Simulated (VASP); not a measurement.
Energy against volume of CeO2 (fluorite). All values below come from r2SCAN+rVV10, VASP's PBE PAW potentials (set 64) (plane waves; VASP 6.6.1).

```csv
V (Å³/atom),E (eV/atom)
12.484,-17.78217
12.883,-17.80840
13.281,-17.81728
13.679,-17.81146
14.078,-17.79304
```

Q: Fit a third-order Birch-Murnaghan equation of state.

A: 
```
Item                                             Value
---------------------------------------  -------------
volume per atom                          13.31 Å³/atom
bulk modulus                                   195 GPa
pressure derivative of the bulk modulus           4.36
lattice constant a                         10.253 bohr
```

Measured: bulk modulus 220 GPa (computed value off by -11.3 %), as given by High Pressure Brillouin Spectroscopy and X-ray Diffraction of Cerium Dioxide, PMC8269805; a 5.391 Å at 0 K (computed value off by +0.6 %), as given by Stimac et al., (2024), arXiv:2411.06536 [extrapolated to 0 K]. The calculation is for a static lattice, while the measured bulk modulus holds thermal and zero-point effects, which are part of the difference.

The compound is CeO2 in the fluorite structure. It was relaxed first. The run is not spin-polarised, so no magnetic state was tried.
